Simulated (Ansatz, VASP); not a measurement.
# Si2Mo in two plane-wave programs, part 2 of 2

One calculation is typed for both programs; each brings its own data sets. How far apart do they land? The cell is taken from a series of runs on this material, whose earlier steps may have relaxed, scaled, displaced or heated it; both programs get it as it stands.

VASP 6.6.1 and Ansatz 0.2.0.

So far: The starting structure; VASP: zone-centre phonons, PBEsol.

### 3. Ansatz: zone-centre phonons, PBEsol

Level of this step: Ansatz beside VASP: Kohn-Sham DFT, plane waves, PBEsol (Ansatz).

Ansatz runs on its PAW soft_1 files.

The same cell, functional, mesh and smearing now go to Ansatz, which takes its cutoff from its data sets.

input.yaml

```yaml
crystal:
  lattice:
    - [-1.61760558, 1.61760558, 3.9550556112]
    - [1.61760558, -1.61760558, 3.9550556112]
    - [1.61760558, 1.61760558, -3.9550556112]
  atoms:
    - { symbol: Si, position: [0.335717369, 0.335717369, 0.0] }
    - { symbol: Si, position: [0.664282631, 0.664282631, 0.0] }
    - { symbol: Mo, position: [0.0, 0.0, 0.0] }
kpoints:
  mp_grid: { grid: [20, 20, 20] }
hamiltonian:
  xc: pbesol
  pseudopotentials: { kind: paw, azcp: { folder: soft_1 }, xc_functional: pbe }
scf:
  occupations: { method: methfessel_paxton, width: 0.2 }
output:
  eigenvalues: true
phonons:
  method: dfpt
```

The run is started by

```console
> ansatz run input.yaml --threads 4 --pin off --max-ram 10240MiB --backend cpu --events-out ev --progress --plain --runs-dir out
```

Numbers of over 12 decimals in the logs are rounded to 6 here.

What it wrote:

```text
zone centre: on kpoints.mp_grid the ground state, and the responses unless they are solved on pairs of k-points, stand on 1166 of the mesh's 8000 k-points, reduced under 4 symmetry operations, with k and −k counted as one. Each operation leaves every solved displacement unchanged or reverses it
Engine: ansatz 0.2.0, x86_64-unknown-linux-gnu
Pseudopotentials: kind: paw
Pseudopotential: Si, paw, valence charge 4, recommended cutoff 420 eV (normal), soft_1/Si.paw.azcp
Pseudopotential: Mo, paw, valence charge 14, recommended cutoff 420 eV (normal), soft_1/Mo.paw.azcp
Functional definition: PBEsol
  exchange = pbesol_x
  correlation = pbesol_c
Crystal: 3 atoms, lattice volume = 41.396 Å³
Basis set: ecut = 420 eV, 833 PW (Γ), exchange–correlation on 64×64×64 points (8 copies of the dense FFT grid, shifted against one another)
Bands: 15, of which v1, the nominal top of the filled ones, is band 11 counted from 1 (10 counted from 0)
Symmetry: 16 space group operations
k-points: 1166 of 8000 (irreducible under 4 space group operations, time reversal used)
Non-local potential: Si, projectors of the file, l = 0: 2, l = 1: 2, l = 2: 1
Non-local potential: Mo, projectors of the file, l = 0: 3, l = 1: 2, l = 2: 2, l = 3: 1
PAW form: soft (Blöchl's): semilocal exchange-correlation on the pseudo side does not see the compensation charge
PAW frozen core: Si, regenerated for the run's functional, and the local potential with it (the file was generated under x = pbe(κ = 0.804, μ = 0.219515), c = pbe(β = 0.066725))
PAW frozen core: Mo, regenerated for the run's functional, and the local potential with it (the file was generated under x = pbe(κ = 0.804, μ = 0.219515), c = pbe(β = 0.066725))
PAW one-centre angular grid: Si, 110 points (default); XC on 64 Gauss nodes
PAW one-centre angular grid: Mo, 590 points (default); XC on 64 Gauss nodes
Initial density: superposition of atomic densities (chi_scale 0.1, normalization cell, long waves kept (reshape's long-wave potential 0.00 eV rms))
Initial wavefunctions: pseudopotential atomic-orbital guess
Functional: x = pbesol(κ = 0.804, μ = 0.123457), c = pbesol(β = 0.046)
SCF iter   1: F=—  HF=-6143.587760 eV  |F-HF|=—  |Δ(HF+E_count)|=         —  Δρ=9.38e-2  dr2=5.60e0  ethr=3.10e-3  ⟨swp⟩=5.2  Hψ=99260  notcnv=0
preconditioner: auto → Kerker (q_TF=auto, 2.455 Å⁻¹)  [metal: Δε(μ)=0.003 eV  Ē_g=7.952 eV  σ=0.200 eV  W_gap=0.01  n_scr=10 (ndim 8)  ℏωp=21.6 eV  f_vac=0.000  D(μ)=0.64/eV (n_scr^D=2)]
SCF iter   2: F=—  HF=-6142.331997 eV  |F-HF|=—  |Δ(HF+E_count)|=    1.26e0  S|Δr|=    0.00e0  Δρ=3.05e-2  dr2=2.83e-1  ethr=3.10e-3  ⟨swp⟩=2.3  Hψ=43597  notcnv=0
SCF iter   3: F=—  HF=-6142.277280 eV  |F-HF|=—  |Δ(HF+E_count)|=   5.47e-2  S|Δr|=    0.00e0  Δρ=1.50e-2  dr2=7.10e-2  ethr=1.29e-3  ⟨swp⟩=2.3  Hψ=23763  notcnv=0
SCF iter   4: F=—  HF=-6142.260424 eV  |F-HF|=—  |Δ(HF+E_count)|=   1.69e-2  S|Δr|=    0.00e0  Δρ=2.66e-3  dr2=3.16e-3  ethr=3.23e-4  ⟨swp⟩=2.4  Hψ=25726  notcnv=0
SCF iter   5: F=—  HF=-6142.259525 eV  |F-HF|=—  |Δ(HF+E_count)|=   8.98e-4  S|Δr|=    0.00e0  Δρ=3.21e-4  dr2=7.49e-5  ethr=1.43e-5  ⟨swp⟩=2.8  Hψ=28577  notcnv=0
SCF iter   6: F=—  HF=-6142.259511 eV  |F-HF|=—  |Δ(HF+E_count)|=   1.45e-5  S|Δr|=    0.00e0  Δρ=2.93e-5  dr2=4.02e-7  ethr=3.40e-7  ⟨swp⟩=2.3  Hψ=23236  notcnv=0
SCF iter   7: F=—  HF=-6142.259511 eV  |F-HF|=—  |Δ(HF+E_count)|=   4.05e-7  S|Δr|=    0.00e0  Δρ=5.05e-6  dr2=1.02e-8  ethr=1.83e-9  ⟨swp⟩=2.4  Hψ=27247  notcnv=0
SCF iter   8: F=—  HF=-6142.259511 eV  |F-HF|=—  |Δ(HF+E_count)|=   1.82e-9  S|Δr|=    0.00e0  Δρ=7.79e-7  dr2=2.84e-10  ethr=4.65e-11  ⟨swp⟩=2.3  Hψ=28907  notcnv=0
SCF iter   9: F=-6142.259511 eV  HF=-6142.259511 eV  |F-HF|=5.46e-12  |Δ(HF+E_count)|=  7.00e-11  S|Δr|=    0.00e0  Δρ=1.30e-7  dr2=7.30e-12  ethr=1.00e-12  ⟨swp⟩=5.4  Hψ=70684  notcnv=0
the search or the solves at the SCF's close seem to have found levels that the self-consistency loop had missed (the run counts 2). By its estimate they hold under 1e-12 electrons; where the run keeps them, the occupations were computed again with them
SCF 1 converged in 9 iterations: F = -6142.259511 eV  dr2 = 7.30e-12
  greatest PAW one-centre occupation: 0.999 electrons in one spin orbital (limit 2), on the Mo atom at site 2 (counted from 0), in its partial waves of l = 0
DFPT response loops at Γ: preconditioner auto → Kerker (q_TF=auto, 2.455 Å⁻¹) (partly filled bands, converged f_vac=0.000); β = 1.00, the filter's whole step (`scf.mixing.beta` (0.50) is not read by the response loops under this deck's `scf.mixing.preconditioner`; to damp them name `kerker` or `kerker_dos`, under which they read `scf.mixing.beta`, and type it under 1.00, their step now; both keys bind the ground state too); Broyden in place of MSR1
SCF converged after 9 iterations
Stability not checked: this state was not tested for a lower state beside it, because cold or Methfessel-Paxton smearing, or corrected tetrahedra, fill the levels in a way that the test cannot read (fill_not_monotonic; see scf.lower_state_search)
Free energy (F): -6142.259511 eV
Harris-Foulkes:  -6142.259511 eV  (|F-HF|=5.46e-12)
Internal energy: -6142.260457 eV  (E = F + TS)
E sigma→0 (E₀):  -6142.259748 eV
Entropy (-TS):   0.000946 eV (0.315 meV/atom)
Fermi energy:    15.320915 eV
--- Per-component energies (eV) ---
  E_band       = -58.944250
  E_kinetic    = 509.352070
  E_local      = -1152.166328  (includes V_loc(G=0)·N_el)
  E_nonlocal   = 194.253780
  E_hartree    = 436.483111
  E_xc         = -290.470661
  E_vxc        = -319.419188  (∫ρ·V_xc dr)
  E_paw        = -4149.682264  (= ΣΔE_a)
  E_vpaw       = -163.930889  (= ΣTr[D̂ρ^β])
  E_aug_tail   = 0.000113  (compensation charges beyond the density's cutoff)
  E_ewald      = -1690.302700
  E_core_change = 0.272421  (= ΣΔE_core)
  E_smearing   = 0.000946  (= −TS)
  E_closure    = -0.000000  (closes the sum)
  Σ components = -6142.259511   (vs F -6142.259511, Δ=0.00e0)
--- Band table (eV; the first three rows and the last of 1166) ---
  k-point 0: bands = [... 7 lower, 12.3690, 12.8035, 12.8035, 15.6730, 18.3357, 18.6334, 18.7204, 18.7204]
  k-point 1: bands = [... 7 lower, 12.3879, 12.6099, 13.1346, 15.3772, 18.0652, 18.5982, 18.7572, 18.7610]
  k-point 2: bands = [... 7 lower, 12.1228, 12.4472, 13.6530, 14.6424, 17.6247, 18.5147, 18.8485, 18.9593]
  k-point 1165: bands = [... 7 lower, 13.2347, 14.7762, 14.7762, 14.8668, 14.8668, 15.7986, 19.9907, 20.1208]
--- Phonons (Γ-DFPT): 4 representative perturbations + reference, on 1166 of 8000 k-points (Σ response iterations 12) ---
  k mesh reduced under 4 symmetry operations, with k and −k counted as one. Each operation leaves every solved displacement unchanged or reverses it
  ASR residual: 3.953e-5 → 0.000e0 eV/Å²; symmetrization residual: 3.575e-6 eV/Å²
  ASR residual per site (eV/Å²): 3.95e-5 3.95e-5 3.03e-5
  Γ frequencies (cm⁻¹): 0.00 0.00 0.00 255.49 255.49 293.15 307.89 307.89 415.38
  non-analytic LO–TO correction: not included (Born effective charges unavailable; polar crystals: no LO–TO splitting at Γ)
```

### 4. Comparison

Known differences besides the potentials themselves: the cutoff is 420 eV in Ansatz and 500 eV in VASP; Ansatz makes its cores anew for this functional, VASP keeps those of its PBE data sets. Total energies have different zeros and are not compared.

The two programs side by side:

| quantity | Ansatz | VASP | difference |
| --- | --- | --- | --- |
| optical mode 1 to 2 (cm⁻¹) | 255.5 | 256.7 | -0.46 % |
| optical mode 3 (cm⁻¹) | 293.1 | 294.4 | -0.42 % |
| optical mode 4 to 5 (cm⁻¹) | 307.9 | 308.7 | -0.27 % |
| optical mode 6 (cm⁻¹) | 415.4 | 415.9 | -0.13 % |

Modes are paired by rising frequency, not by their patterns, so a pair may set unlike modes beside each other; they are those without the splitting of longitudinal modes.

### 5. Summary of results

| Item | Value |
| --- | --- |
| r.m.s. difference of the optical zone-centre modes, each program's sorted by frequency (zone-centre phonons, PBEsol) | 1.0 cm⁻¹ |

**Reading.** The r.m.s. difference of the optical zone-centre modes, each program's sorted by frequency is 1.0 cm⁻¹ (zone-centre phonons, PBEsol). Such differences can come from data sets, numerical settings and the points named under the comparisons, not from the functional's error against experiment.

[Lines on the potential files, build, host, timing and source positions are cut from VASP's logs without a mark.]

[Logs are printed without paths, hosts, clocks, repeated set-up lines and the standing remarks that a program may print on its own settings, such as how far it seeks lower states.]

[Hosts, paths, dates, database ids (printed as entryN), source tags and the programs' standing remarks are cut or masked in the printed files.]
